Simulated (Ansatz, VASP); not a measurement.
**AlIn2As2P: VASP beside Ansatz**

```
Al In P As
1.0
     5.03395    0.00000    0.00000
    -2.51698    4.35953    0.00000
     0.00000    0.00000    5.69697
Al In P As
1 2 1 2
Direct
  0.00000 0.00000 0.50000
  0.66667 0.33333 0.81024
  0.33333 0.66667 0.18976
  0.00000 0.00000 0.00000
  0.66667 0.33333 0.30297
  0.33333 0.66667 0.69703
```

Change from the starting cell: species swapped into the LiYbCu2P2 type (P-3m1, No. 164).

Alike in both runs: functional PBE; k mesh 6 × 6 × 4; occupations gaussian, width 0.1 eV; no spin polarisation.

Ansatz relaxed the structure, and its values are those at the end. VASP's run is a single point on that final structure, the one shown.

|  | VASP | Ansatz |
| --- | --- | --- |
| version | VASP 6.6.1 | Ansatz 0.2.0 |
| potentials or method | VASP PAW PBE potentials, release 64 (Al, In_d, P, As) | scalar-relativistic, plane waves, PAW |
| plane-wave cutoff (eV) | 520 | 420 |
| valence electrons in the cell | 44 | 64 |

|  | VASP | Ansatz | Ansatz less VASP |
| --- | --- | --- | --- |
| gap on the k mesh at the Fermi level (eV) | none | none | - |
| pressure (GPa) | 0.1 | 0.0 | -0.02 |
| rms of the force components (eV/Å) | 0.004 | 0.003 | -0.0007 |

A gap of «none» marks a metal or a gap that the smearing closes. With one functional, cell and mesh, what is left measures potentials, basis and numerics. The two sets of potentials don't hold the same shells in valence.
